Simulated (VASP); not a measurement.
Relaxed, unreconstructed slabs of Cu (fcc). All values below come from PBEsol GGA, VASP's PBE PAW potentials (set 64) (plane waves; VASP 6.6.1).

Slab and bulk use different k-meshes, so the surface energy is good to a few per cent at best.

Q: Order the faces (100) [6 atoms], (211) [14 atoms], (111) [5 atoms] by surface energy, lowest first.

A: (111) [5 atoms] (1.64 J/m²), (100) [6 atoms] (1.76 J/m²), (211) [14 atoms] (1.84 J/m²)

Q: And what are their work functions?

A: (100) [6 atoms] 4.71 eV, (211) [14 atoms] 4.64 eV, (111) [5 atoms] 4.83 eV.

Runs of the series that failed, ran out of time, didn't relax or are held back are left out, and each face is given by its thickest slab.

The cell is a thin slab with vacuum, built from Cu (fcc).
